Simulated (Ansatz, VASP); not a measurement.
# Hf17Ga20As20O34 (amorphous HfO2 against GaAs(110), 7.5 A): VASP beside Ansatz, part 2 of 2

One calculation is typed for both programs; each brings its own data sets. How far apart do they land? Of the first pair: The structure shown is the start of the Ansatz relaxation below; VASP solves that cell, so the two are compared at the walk's first step.

VASP 6.6.1 and Ansatz 0.2.0.

So far. Step 4 (Side by side): The forces differ by 54 meV/Å r.m.s., which is 18.2 % of the r.m.s. force of 0.298 eV/Å (both taken over all components).

### 5. Ansatz: relaxation, PBE

Level of this step: Ansatz beside VASP: Kohn-Sham DFT, plane waves, PBE (Ansatz).

This run makes the geometry at which the two programs are then compared. The cell compared in this pair holds 1652.57 Å³, against 1654.82 Å³ for the pair before.

The structure compared here is the end of the Ansatz relaxation.

The input, input.yaml:

```yaml
crystal:
  lattice:
    - [11.46, 0.0, 0.0]
    - [0.0, 8.10344, 0.0]
    - [0.0, 0.0, 17.81958]
  atoms:
    - { symbol: Ga, position: [0.99128, 0.98925, 0.38252] }
    - { symbol: As, position: [0.1312, 0.05336, 0.04926] }
    - { symbol: Ga, position: [0.24418, 0.789, 0.05665] }
    - { symbol: As, position: [0.38247, 0.76523, 0.16407] }
    - { symbol: Ga, position: [0.25385, 0.32109, 0.0443] }
    - { symbol: As, position: [0.3794, 0.26986, 0.15807] }
    - { symbol: Ga, position: [0.00606, 0.02246, 0.1599] }
    - { symbol: As, position: [0.12852, 0.0012, 0.27365] }
    - { symbol: Ga, position: [0.00678, 0.51785, 0.16083] }
    - { symbol: As, position: [0.13191, 0.49802, 0.27421] }
    - { symbol: Ga, position: [0.25636, 0.24861, 0.27197] }
    - { symbol: As, position: [0.3849, 0.23089, 0.38391] }
    - { symbol: Ga, position: [0.25571, 0.7507, 0.27763] }
    - { symbol: As, position: [0.37938, 0.73807, 0.39294] }
    - { symbol: Ga, position: [0.00738, 0.48081, 0.38864] }
    - { symbol: As, position: [0.11129, 0.54854, 0.04179] }
    - { symbol: As, position: [0.10918, 0.97903, 0.49267] }
    - { symbol: Ga, position: [0.23066, 0.72687, 0.4959] }
    - { symbol: Ga, position: [0.24649, 0.217, 0.48792] }
    - { symbol: As, position: [0.12266, 0.46513, 0.50268] }
    - { symbol: Ga, position: [0.51213, 0.98074, 0.39341] }
    - { symbol: As, position: [0.62156, 0.02242, 0.04571] }
    - { symbol: Ga, position: [0.73055, 0.7639, 0.06276] }
    - { symbol: As, position: [0.88153, 0.76894, 0.16312] }
    - { symbol: Ga, position: [0.76841, 0.24754, 0.04366] }
    - { symbol: As, position: [0.87926, 0.26802, 0.16355] }
    - { symbol: Ga, position: [0.50707, 0.01891, 0.16143] }
    - { symbol: As, position: [0.63059, 0.00238, 0.27658] }
    - { symbol: Ga, position: [0.5102, 0.51197, 0.16275] }
    - { symbol: As, position: [0.63002, 0.50296, 0.27863] }
[... 55 atom lines left out ...]
    - { symbol: O, position: [0.70831, 0.03375, 0.81653] }
    - { symbol: O, position: [0.76699, 0.33863, 0.76138] }
    - { symbol: O, position: [0.33509, 0.79178, 0.96735] }
    - { symbol: O, position: [0.11091, 0.85102, 0.87141] }
    - { symbol: O, position: [0.42704, 0.06881, 0.84587] }
    - { symbol: O, position: [0.09609, 0.67417, 0.71963] }
kpoints:
  mp_grid: { grid: [1, 1, 1] }
hamiltonian:
  xc: pbe
scf:
  occupations: { method: fermi_dirac, width: 0.025 }
output:
  forces: true
relax:
  f_tol: 0.04
  max_steps: 250
  cell: { fix: [a, b, alpha, beta, gamma] }
```

Launch:

```bash
$ ansatz run input.yaml --threads 4 --pin off --max-ram 15872MiB --backend cpu --events-out ev --progress --plain --runs-dir out
```

Numbers of over 12 decimals in the logs are rounded to 6 here.

The program printed:

```text
[...]
Crystal: 91 atoms, lattice volume = 1654.823 Å³
Basis set: ecut = 420 eV, 32363 PW (Γ), exchange–correlation on 160×120×240 points (8 copies of the dense FFT grid, shifted against one another)
Bands: 724, of which v1, the nominal top of the filled ones, is band 603 counted from 1 (602 counted from 0)
Symmetry: 1 space group operations
[...]
k-points: 1
[...]
- { symbol: O, position: [0.544683, 0.728751, 0.944826] }
    - { symbol: O, position: [0.715255, 0.558005, 0.869585] }
    - { symbol: O, position: [0.288222, 0.233928, 0.728478] }
    - { symbol: O, position: [0.695984, 0.612910, 0.667683] }
    - { symbol: O, position: [0.903809, 0.145768, 0.824852] }
    - { symbol: O, position: [0.693592, 1.036069, 0.712525] }
[...]
- { symbol: O, position: [0.300390, 0.757850, 0.956491] }
    - { symbol: O, position: [0.081835, 0.815524, 0.859998] }
    - { symbol: O, position: [0.391099, 0.080116, 0.847382] }
    - { symbol: O, position: [0.100972, 0.664946, 0.685871] }
[key lines of the parts left out:]
P = ⅓ Tr σ = 0.5819 GPa (5.819 kbar)
```

### 6. VASP: single point, PBE, relaxed cell, pair 2

The same cell, functional, mesh and smearing now go to VASP, with its own data sets.

The input, INCAR:

```
SYSTEM = Hf17Ga20As20O34
PREC = Accurate
ENCUT = 600
EDIFF = 1E-06
NELM = 120
ISMEAR = -1
SIGMA = 0.025
LREAL = Auto
ALGO = Normal
GGA = PE
NBANDS = 432
LASPH = .TRUE.
LORBIT = 11
LWAVE = .FALSE.
LCHARG = .FALSE.
ISIF = 2
GGA_COMPAT = .FALSE.
EFERMI = MIDGAP
NCORE = 2
```

The input, POSCAR:

```
Hf17Ga20As20O34
1.0
   11.4600000000      0.0000000000      0.0000000000
    0.0000000000      8.1034400000      0.0000000000
    0.0000000000      0.0000000000     17.7952880000
Ga As Hf O
20 20 17 34
Direct
    0.0069200000      0.9791300000      0.3727100000
    0.2290400000      0.7592500000      0.0577100000
    0.2372100000      0.2901500000      0.0464600000
    0.0162700000      0.9917400000      0.1562700000
    0.0260100000      0.4846000000      0.1761400000
    0.2738000000      0.2244500000      0.2680900000
    0.2716700000      0.7269500000      0.2802200000
    0.0145300000      0.4637600000      0.3986800000
    0.2443800000      0.7224800000      0.4980300000
    0.2600700000      0.2245400000      0.4859100000
    0.5246300000      0.9729400000      0.4037800000
    0.7462700000      0.7030300000      0.0779200000
    0.7739100000      0.2068600000      0.0642500000
    0.5132900000      0.9742000000      0.1599100000
    0.5159200000      0.4727600000      0.1489900000
    0.7583300000      0.2336400000      0.2824100000
    0.7580700000      0.7374500000      0.2732800000
    0.5203000000      0.4777800000      0.3817200000
    0.7790000000      0.7404500000      0.4955600000
    0.7520600000      0.2395400000      0.5184700000
    0.1236100000      0.0210900000      0.0370600000
    0.3849000000      0.7273900000      0.1585900000
    0.3863700000      0.2284800000      0.1474800000
    0.1458900000      0.9765300000      0.2658300000
    0.1510300000      0.4729100000      0.2893800000
    0.4006000000      0.2224500000      0.3828500000
    0.3953000000      0.7249700000      0.3982800000
    0.0996600000      0.5169700000      0.0499700000
    0.1288900000      0.9732100000      0.4814900000
    0.1285000000      0.4633300000      0.5185700000
[... 55 atom lines left out ...]
    0.6474900000      0.0633300000      0.8682300000
    0.7276600000      0.3210900000      0.7798800000
    0.3003900000      0.7578500000      0.9564900000
    0.0818400000      0.8155200000      0.8600000000
    0.3911000000      0.0801200000      0.8473800000
    0.1009700000      0.6649500000      0.6858700000
```

The input, KPOINTS:

```
Automatic mesh
0
Gamma
1 1 1
0 0 0
```

The projector-augmented-wave data sets are Ga_d, As, Hf_pv and O (PBE family, release 64).

Launch:

```bash
$ mpirun -np 8 vasp_gam
```

The program printed:

```text
[... set-up lines as in an earlier step ...]
 entering main loop
       N       E                     dE             d eps       ncg     rms          rms(c)
DAV:   1     0.169212471698E+05    0.16921E+05   -0.33139E+05   880   0.271E+03
DAV:   2     0.400384990925E+04   -0.12917E+05   -0.12351E+05   864   0.853E+02
DAV:   3    -0.116560616076E+03   -0.41204E+04   -0.38923E+04  1184   0.344E+02
DAV:   4    -0.723320335263E+03   -0.60676E+03   -0.59692E+03  1224   0.129E+02
[...]
DAV:  19    -0.657061802252E+03   -0.60080E-05   -0.44463E-05  1144   0.158E-02    0.730E-03
DAV:  20    -0.657061803282E+03   -0.10304E-05   -0.38794E-06   752   0.784E-03    0.612E-03
DAV:  21    -0.657061803966E+03   -0.68346E-06   -0.16548E-06   688   0.396E-03
   1 F= -.65706180E+03 E0= -.65706180E+03  d E =-.378107E-05
```

From OUTCAR (step 6):

```text
  FREE ENERGIE OF THE ION-ELECTRON SYSTEM (eV)
  ---------------------------------------------------
  free  energy   TOTEN  =      -657.0618039657 eV

  energy  without entropy=     -657.0618001846  energy(sigma->0) =     -657.06180208
```

The run ends at a pressure of -0.30 GPa, with forces up to 0.26 eV/Å.

### 7. Comparison

What differs besides the data sets and the points named for the pairs above, as far as they apply: the data sets hold 1206 valence electrons in Ansatz (on its default PAW (the set named soft_2) files) and 734 in VASP; the cutoff is 420 eV in Ansatz and 600 eV in VASP (PREC = Accurate, projectors in real space). Total energies have different zeros and are not compared.

Both answers:

| quantity | Ansatz | VASP | difference |
| --- | --- | --- | --- |
| pressure (GPa) | 0.58 | -0.30 | +0.88 |
| gap on the k mesh (eV) | 0.645 | 0.640 | +0.004 |

Forces on 7 of the 91 atoms, those with the largest forces and the largest differences (eV/Å; atoms numbered as in POSCAR):

| atom | Ansatz x, y, z | VASP x, y, z |
| --- | --- | --- |
| Hf42 | -0.010, 0.007, 0.001 | -0.062, 0.003, 0.247 |
| Hf50 | -0.002, -0.005, 0.004 | -0.115, -0.024, 0.177 |
| O68 | 0.003, -0.001, -0.002 | 0.062, 0.046, 0.157 |
| O69 | 0.004, -0.004, -0.002 | 0.050, -0.005, -0.182 |
| O70 | 0.006, 0.006, -0.003 | 0.051, 0.066, -0.177 |
| O75 | 0.001, 0.000, -0.002 | 0.009, 0.087, 0.137 |
| O88 | -0.005, 0.005, 0.001 | 0.069, -0.016, -0.169 |

The forces differ by 51 meV/Å r.m.s., where the r.m.s. force is 0.004 eV/Å in Ansatz and 0.052 eV/Å in VASP: the atoms lie near their places of rest in Ansatz, so a percentage would say little (all taken over all components). A gap on the mesh is an upper bound, since the band edges may lie between its points; neither run holds spin-orbit coupling, which can move the band edges of a compound of Hf.

### 8. Outcome

```yaml
r_m_s_force_difference_single_point_pbe_start_cell_pair_1: 18 % of the r.m.s. force
r_m_s_force_difference_single_point_pbe_relaxed_cell_pair_2: 51 meV/Å
difference_in_pressure_single_point_pbe_relaxed_cell_pair_2: 0.88 GPa
```

**Reading.** The r.m.s. force difference is 18 % of the r.m.s. force (single point, PBE, start cell, pair 1), beyond the 3 % picked in this series as the mark of a large difference. The data sets hold unlike numbers of valence electrons (1206 in Ansatz and 734 in VASP), so part of the differences comes from the potentials. What causes the difference of the single point, PBE, start cell, pair 1 pair stays open here. What causes the difference of the single point, PBE, relaxed cell, pair 2 pair stays open here. Such differences can come from data sets, numerical settings and the points named under the comparisons, not from the functional's error against experiment.

[Lines on the potential files, build, host, timing and source positions are cut from VASP's logs without a mark.]

[Logs are printed without paths, hosts, clocks, repeated set-up lines and the standing remarks that a program may print on its own settings, such as how far it seeks lower states.]

[Hosts, paths, dates, database ids (printed as entryN), source tags and the programs' standing remarks are cut or masked in the printed files.]
